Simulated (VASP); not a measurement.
Input:

```
TiC
1.0
    0.00000     2.16316     2.16316
    2.16316     0.00000     2.16316
    2.16316     2.16316     0.00000
Ti C
1 1
Cartesian
  0.00000   0.00000   0.00000
  2.16316   2.16316   2.16316
```

Level of theory: r2SCAN+rVV10, VASP's PBE PAW potentials (set 64) (plane waves; VASP 6.6.1). Settings: 520 eV cut-off, 16×16×16 Γ-centred mesh, tetrahedra with Blöchl corrections, potentials Ti_sv C.

Question: Predict the energy per atom (σ→0), band gap (over mesh and band path) with the smallest direct gap where there is one.

Answer: 
- band gap (over mesh and band path): none (metal, semimetal or under 0.01 eV)
- energy per atom (σ→0): -12.290 eV/atom

Total energies compare only between runs with the same potentials, cut-off and functional.

The compound is TiC in the rock salt structure. It was relaxed first.
